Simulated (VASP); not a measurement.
Energy against volume of FeAl (CsCl type). Computed with rev-vdW-DF2, VASP's PBE PAW potentials (set 64) (plane waves; VASP).

```tsv
V (Å³/atom)	E (eV/atom)
10.936	-4.72090
11.285	-4.74166
11.634	-4.74813
11.983	-4.74243
12.332	-4.72637
```

Task: Fit a third-order Birch-Murnaghan equation of state.

Result: 
- volume per atom = 11.64 Å³/atom
- bulk modulus = 186 GPa
- pressure derivative of the bulk modulus = 4.33
- lattice constant a = 2.855 Å

Measured: bulk modulus 152 GPa (computed value off by +22.1 %), as given by Yamada et al., (2019), arXiv:1910.09660; a 2.910 Å (computed value off by -1.9 %), as given by Yibo Liu et al., IUCrData (2023), doi:10.1107/s2414314623010659. The calculation is for a static lattice, while the measured bulk modulus, a hold thermal and zero-point effects, which are part of the difference.

The compound is FeAl in the CsCl type structure. It was relaxed first, which changed the volume by -6 %. The run is not spin-polarised, so no magnetic state was tried.
